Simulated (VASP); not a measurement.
These are PBEsol GGA, VASP's PBE PAW potentials (set 64) (plane waves; VASP) values and carry that method's errors.

VASP input:

KPOINTS:
```
Automatic mesh
0
Gamma
10 10 10
0 0 0
```

File POSCAR:
```
CeO2
1
    0.0000000000     2.7337250000     2.7337250000
    2.7337250000     0.0000000000     2.7337250000
    2.7337250000     2.7337250000     0.0000000000
Ce O
1 2
Direct
  0.0000000000   0.0000000000   0.0000000000
  0.2500000000   0.2500000000   0.2500000000
  0.7500000000   0.7500000000   0.7500000000
```

**INCAR**
```
SYSTEM = CeO2
PREC = Accurate; ENCUT = 160; LREAL = .FALSE.
LASPH = .TRUE.
EDIFF = 1E-6; NELM = 100; ALGO = Normal
LMAXMIX = 6
ISMEAR = 0; SIGMA = 0.05
GGA = PS
ISIF = 2
LWAVE = .FALSE.; LCHARG = .FALSE.
```

POTCAR, in this order: Ce O (PBE.64 set). Program: vasp_std.

Output of the run:

File OSZICAR:
```
       N       E                     dE             d eps       ncg     rms          rms(c)
DAV:   1     0.103684639955E+03    0.10368E+03   -0.56881E+03  1512   0.625E+02
DAV:   2    -0.276195456547E+02   -0.13130E+03   -0.12872E+03  2584   0.190E+02
DAV:   3    -0.330550537348E+02   -0.54355E+01   -0.54341E+01  1504   0.564E+01
DAV:   4    -0.332093236001E+02   -0.15427E+00   -0.15426E+00  2600   0.798E+00
DAV:   5    -0.332117506611E+02   -0.24271E-02   -0.24271E-02  2040   0.815E-01    0.309E+01
DAV:   6    -0.298885223738E+02    0.33232E+01   -0.67660E+00  1800   0.195E+01    0.142E+01
DAV:   7    -0.295759732547E+02    0.31255E+00   -0.25018E+00  1576   0.927E+00    0.417E+00
DAV:   8    -0.295056623674E+02    0.70311E-01   -0.10942E+00  1968   0.671E+00    0.194E+00
DAV:   9    -0.294989222120E+02    0.67402E-02   -0.27980E-01  1688   0.374E+00    0.388E-01
DAV:  10    -0.294961398124E+02    0.27824E-02   -0.45258E-02  2072   0.138E+00    0.135E-01
DAV:  11    -0.294963014087E+02   -0.16160E-03   -0.19783E-03  2008   0.314E-01    0.368E-02
DAV:  12    -0.294963135699E+02   -0.12161E-04   -0.30524E-04  2248   0.101E-01    0.180E-02
DAV:  13    -0.294963167244E+02   -0.31545E-05   -0.12814E-05  2008   0.248E-02    0.653E-03
DAV:  14    -0.294963165223E+02    0.20202E-06   -0.79431E-06  1816   0.184E-02
   1 F= -.29496317E+02 E0= -.29496317E+02  d E =-.118208E-18
```

File OUTCAR:
```
------------------------ aborting loop because EDIFF is reached ----------------------------------------
  FORCE on cell =-STRESS in cart. coord.  units (eV):
  Direction    XX          YY          ZZ          XY          YZ          ZX
  --------------------------------------------------------------------------------------
  Total      -68.2972535    -68.2972535    -68.2972535      0.0000000      0.0000000      0.0000000
  in kB    -2678.0541400  -2678.0541400  -2678.0541400      0.0000000      0.0000000      0.0000000
  external PRESSURE =   -2678.0541400 kB  Pullay stress =       0.0000000 kB
  volume of cell :       40.86
      direct lattice vectors                 reciprocal lattice vectors
     0.000000000  2.733725000  2.733725000    -0.182900621  0.182900621  0.182900621
     2.733725000  0.000000000  2.733725000     0.182900621 -0.182900621  0.182900621
     2.733725000  2.733725000  0.000000000     0.182900621  0.182900621 -0.182900621
 POSITION                                       TOTAL-FORCE (eV/Angst)
 -----------------------------------------------------------------------------------
      0.00000      0.00000      0.00000        -0.000000      0.000000     -0.000000
      1.36686      1.36686      1.36686         0.000000      0.000000      0.000000
      4.10059      4.10059      4.10059        -0.000000     -0.000000     -0.000000
 -----------------------------------------------------------------------------------
    total drift:                                0.000000      0.000000      0.000000
  FREE ENERGIE OF THE ION-ELECTRON SYSTEM (eV)
  ---------------------------------------------------
  free  energy   TOTEN  =       -29.4963165223 eV

  energy  without entropy=      -29.4963165223  energy(sigma->0) =      -29.49631652
```
(Selected blocks of OUTCAR.)

At this cut-off the stress carries a Pulay error, which pulls relaxed volumes low.

The structure comes from a computed database's CeO2 entry; how it stands against other phases isn't given here. The cell was not relaxed at this level. The run is one of a series of settings (ENCUT = 160 against the base run), some of them coarse on purpose. The run is not spin-polarised, so no magnetic state was tried.
